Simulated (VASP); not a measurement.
TaRu, 8 atoms in the cell. The cell holds a slab with vacuum, 8 atoms: a = 3.187 Å, b = 3.187 Å, c = 26.154 Å, α = 90.00°, β = 90.00°, γ = 90.00°. 

```yaml
Program: VASP 6.6.1
Task: density of states
Functional: LDA
Potentials_or_basis: VASP PAW LDA potentials, release 64 (Ta_pv, Ru_pv)
Cutoff: 520 eV
k_mesh: 6 × 6 × 1
Occupations: fermi-dirac, width 0.05 eV
Spin: no spin polarisation
Hubbard_terms: Ru d U = 3 eV, Ta d U = 3 eV
Dipole_correction: yes
k_mesh_for_the_DOS: 9 × 9 × 1
Occupations_for_the_DOS: tetrahedron
Further_INCAR_settings: ALGO = Normal; EDIFF = 1e-06
```

Potentials or basis: VASP PAW LDA potentials, release 64 (Ta_pv, Ru_pv).

Launch:

```bash
$ cat potpaw_LDA.64/Ta_pv/POTCAR potpaw_LDA.64/Ru_pv/POTCAR > POTCAR
$ cp INCAR.step1 INCAR
$ cp KPOINTS.step1 KPOINTS
$ mpirun -np 1 vasp_std > vasp.out
$ cp INCAR.step2 INCAR
$ cp KPOINTS.step2 KPOINTS
$ mpirun -np 1 vasp_std > vasp.out
```

Hardware: 1 thread of Intel(R) Xeon(R) Platinum 8259CL CPU @ 2.50GHz (Skylake/Cascade Lake) (shared host).

Question: How long does it take, and how much memory?

Answer: Run time: 8.8 min on 1 thread of Intel(R) Xeon(R) Platinum 8259CL CPU @ 2.50GHz (Skylake/Cascade Lake) (shared host), peak memory 0.34 GiB. Counts: scf iterations 10, k points 15.
